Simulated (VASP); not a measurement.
Crystal: ScIn3N2.

```
Sc In N
1.0
     4.95834    0.00000    0.00000
    -2.47917    4.29405    0.00000
     0.00000    0.00000    5.46966
Sc In N
1 3 2
Direct
  0.00000 0.00000 0.50000
  0.50000 0.00000 0.00000
  0.00000 0.50000 0.00000
  0.50000 0.50000 0.00000
  0.00000 0.00000 0.10822
  0.00000 0.00000 0.89178
```

The cell was built by a generator and needn't be a form met in nature.

- Program: VASP 6.6.1
- Task: relaxation of cell and atoms
- Functional: PBE
- Potentials or basis: VASP PAW PBE potentials, release 64 (Sc_sv, In_d, N)
- Cutoff: 520 eV
- k mesh: 3 × 3 × 3
- Occupations: gaussian, width 0.15 eV
- Spin: no spin polarisation

At the start: pressure 37.9 GPa; volume 19.41 Å³/atom.

Task: Where does the relaxation end?

Result: Over 13 steps the energy falls by 1195.3 meV/atom and the volume is 27.39 Å³/atom (+41.1 %); space group P6/mmm (No. 191, to 0.05 Å).

Step by step:
```csv
step,energy change (eV),largest force (eV/Å),pressure (GPa),volume (Å³)
1,0.0000,9.0228,37.87,116.46
2,-1.3720,6.9919,0.51,207.10
3,-5.2023,4.5679,1.88,151.77
4,-5.4532,4.9025,-0.10,156.78
5,-5.4853,4.6894,0.63,154.27
6,-7.0528,3.2642,1.19,165.41
7,-7.1574,1.1962,-0.29,163.42
8,-7.1668,0.5656,-0.02,163.81
9,-7.1672,0.2626,0.10,163.98
10,-7.1663,0.8052,0.05,164.39
11,-7.1707,0.1813,0.07,164.17
12,-7.1697,0.3582,-0.45,164.52
13,-7.1718,0.0320,-0.18,164.32
```

Final structure:
```xyz
6
Lattice="6.0547 0.0000 0.0000 -3.0273 5.2435 0.0000 0.0000 0.0000 5.1759" Properties=species:S:1:pos:R:3 pbc="T T T"
Sc    0.0000    0.0000    2.5879
In    3.0273    0.0000    0.0000
In   -1.5137    2.6218    0.0000
In    1.5137    2.6218    0.0000
N     0.0000    0.0000    0.6179
N     0.0000    0.0000    4.5580
```

Caveat: the k mesh is coarse (spacing up to 0.49 Å⁻¹), so the values aren't converged; the standard files for N, O and F lose accuracy on very short bonds; the volume moved by over 15 % at a fixed basis, so the end points are rough.
